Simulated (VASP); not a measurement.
Given:

```yaml
crystal:
  lattice:
    - [1.78460, -3.12860, 0.00000]
    - [1.78460, 3.12860, 0.00000]
    - [0.00000, 0.00000, 5.61843]
  atoms:
    - { symbol: Tb, position: [0.33333, 0.66667, 0.25000] }
    - { symbol: Tb, position: [0.67425, 0.34092, 0.75000] }
```

Calculation: PBE GGA, VASP's PBE PAW potentials (set 64) (plane waves; VASP). Settings: 400 eV cut-off, 11×11×6 Γ-centred mesh, first-order Methfessel-Paxton smearing of 0.30 eV, potentials Tb_3.

The 4f electrons are frozen in the core of the lanthanide potential, so 4f levels, which can set the real gap, and their magnetism are missing.

Give the stress tensor in GPa (positive for a compressed cell).

```
 1.67  -0.09   0.00
-0.09   0.94   0.00
 0.00   0.00   1.42
```
The pressure is its mean diagonal, 1.34 GPa.

The compound is Tb in the hcp structure. The cell was not relaxed at this level, atoms are displaced from their ideal sites. The run is one of a series of settings (SIGMA = 0.3 against the base run), some of them coarse on purpose.
